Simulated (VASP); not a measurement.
Consider the following.

```
HgS
1.0
    0.00000     3.03066     3.03066
    3.03066     0.00000     3.03066
    3.03066     3.03066     0.00000
Hg S
1 1
Direct
  0.00000   0.00000   0.00000
  0.25000   0.25000   0.25000
```

Calculation: revPBE GGA, VASP's PBE PAW potentials (set 64) (plane waves; VASP). Settings: 520 eV cut-off, 12×12×12 Γ-centred mesh, tetrahedra with Blöchl corrections, potentials Hg S.

Unless said otherwise, spin-orbit coupling is left out, though it shifts the bands of the heavy elements here.

Task: Tabulate the total density of states (states/eV per cell) against energy (eV; zero at the valence-band maximum or, without a gap, the Fermi level).

Result: 
```tsv
E (eV)	DOS (states/eV)
-9.98	0.00
-9.62	0.00
-9.26	0.00
-8.90	0.00
-8.66	0.00
-8.30	0.00
-7.94	0.00
-7.58	0.00
-7.22	0.00
-6.86	0.00
-6.50	1.36
-6.14	7.82
-5.90	6.03
-5.54	3.00
-5.18	0.06
-4.82	0.00
-4.46	3.56
-4.10	1.10
-3.74	0.68
-3.38	0.47
-3.14	0.39
-2.78	0.27
-2.42	0.21
-2.06	1.78
-1.70	2.45
-1.34	2.34
-0.98	2.36
-0.62	1.31
-0.38	0.80
-0.02	0.08
0.34	0.01
0.70	0.05
1.06	0.11
1.42	0.22
1.78	0.65
2.14	0.77
2.38	0.88
2.74	1.08
3.10	1.86
3.46	0.29
```
Within 2 eV below the Fermi level the largest weight inside VASP's projection spheres is S p, then Hg d.

The compound is HgS in the zinc blende structure, metacinnabar; cinnabar is the stable form. It was relaxed first, which changed the volume by +11 %.
